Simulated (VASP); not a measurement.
Crystal: InSb3.

```
CELL_PARAMETERS angstrom
0.00000 3.72792 3.72792
3.72792 0.00000 3.72792
3.72792 3.72792 0.00000
ATOMIC_POSITIONS crystal
In 0.00000 0.00000 0.00000
Sb 0.25000 0.25000 0.25000
Sb 0.75000 0.75000 0.75000
Sb 0.50000 0.50000 0.50000
```

The cell comes from a database or a generator and needn't be the stable form of this composition.

- Program: VASP 6.6.1
- Task: relaxation of cell and atoms
- Functional: PBE
- Potentials or basis: VASP PAW PBE potentials, release 64 (In_d, Sb)
- Cutoff: 600 eV
- k mesh: 10 × 10 × 10
- Occupations: gaussian, width 0.1 eV
- Spin: no spin polarisation

At the start: pressure 2.9 GPa; volume 25.90 Å³/atom.

**Question.** How do energy, volume and symmetry change on relaxing?

**Answer.** Over 3 steps the energy falls by 11.3 meV/atom and the volume is 27.20 Å³/atom (+5.0 %); space group Fm-3m (No. 225, to 0.05 Å).

Step by step:
```csv
step,energy change (eV),largest force (eV/Å),pressure (GPa),volume (Å³)
1,0.0000,0.0000,2.93,103.62
2,-0.0387,0.0000,-0.96,110.89
3,-0.0452,0.0000,0.01,108.79
```

Final structure:
```
In Sb
1.0
     0.00000    3.78896    3.78896
     3.78896    0.00000    3.78896
     3.78896    3.78896    0.00000
In Sb
1 3
Cartesian
  0.0000 0.0000 0.0000
  1.8945 1.8945 1.8945
  5.6834 5.6834 5.6834
  3.7890 3.7890 3.7890
```
